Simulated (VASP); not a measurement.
Runs of VASP 6.6.1 on ZrB. Symmetry: Fm-3m, No. 225, cubic system. Conventional cell: a = 4.592 Å, b = 4.592 Å, c = 4.592 Å, α = 90.00°, β = 90.00°, γ = 90.00°. Around Zr (site symmetry m-3m) lie 6 B at 2.30 Å. B (site symmetry m-3m) has 6 Zr at 2.30 Å as nearest neighbours. 

```tsv
task	level	cell	cutoff (eV)	smearing	gap on the mesh (eV)	pressure (GPa)	relaxed volume (Å³/atom)
relaxation of cell and atoms	r2SCAN	relaxed	600	fermi-dirac 0.0502 eV	none	0.0	14.82
single point	r2SCAN	Fm-3m, 14.82 Å³/atom	520	fermi-dirac 0.0502 eV	none	0.1	-
single point	RPBE	Fm-3m, 15.0 Å³/atom	520	methfessel-paxton 0.005 eV	none	0.1	-
relaxation of cell and atoms	RPBE	relaxed	600	methfessel-paxton 0.005 eV	none	0.0	(a)
```

Alike in all rows: potentials or basis VASP PAW PBE potentials, release 64 (Zr_sv, B); no spin polarisation; k mesh 7 × 7 × 7.

Question: Fill in the values left out.

Answer: (a) 15.01.

Caveats: the PAW data sets were made with another functional, which shifts forces and pressure a little; the volume moved by over 15 % at a fixed basis, so the end points are rough (some runs); the volume moved by +22 % from the deposited cell, more than functionals usually miss (some runs); the volume moved by +24 % from the deposited cell, more than functionals usually miss (some runs).

A k mesh can miss the band edges, and the runs leave out spin-orbit coupling on Zr.

A gap of «none» marks a metal or a gap under the smearing width.
